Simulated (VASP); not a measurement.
```
Zr
1.0
    1.63866    -2.83825     0.00000
    1.63866     2.83825     0.00000
    0.00000     0.00000     5.25091
Zr
2
Direct
  0.33333   0.66667   0.25000
  0.66667   0.33333   0.75000
```

These are PBE GGA, VASP's PBE PAW potentials (set 64) (plane waves; VASP) values and carry that method's errors. Numerical set-up: 480 eV cut-off, 12×12×8 Γ-centred mesh, first-order Methfessel-Paxton smearing of 0.10 eV, potentials Zr_sv.

Task: What does the run give for the energy per atom (σ→0), pressure, band gap (on the k-mesh) with the smallest direct gap where there is one?

Result: 
| Property | Value |
|---|---|
| band gap (on the k-mesh) | none (metal, semimetal or under 0.01 eV) |
| energy per atom (σ→0) | -8.508 eV/atom |
| pressure | -36.8 kbar |

Total energies compare only between runs with the same potentials, cut-off and functional.

The compound is Zr in the hcp structure. This cell was strained or had an atom moved on purpose.
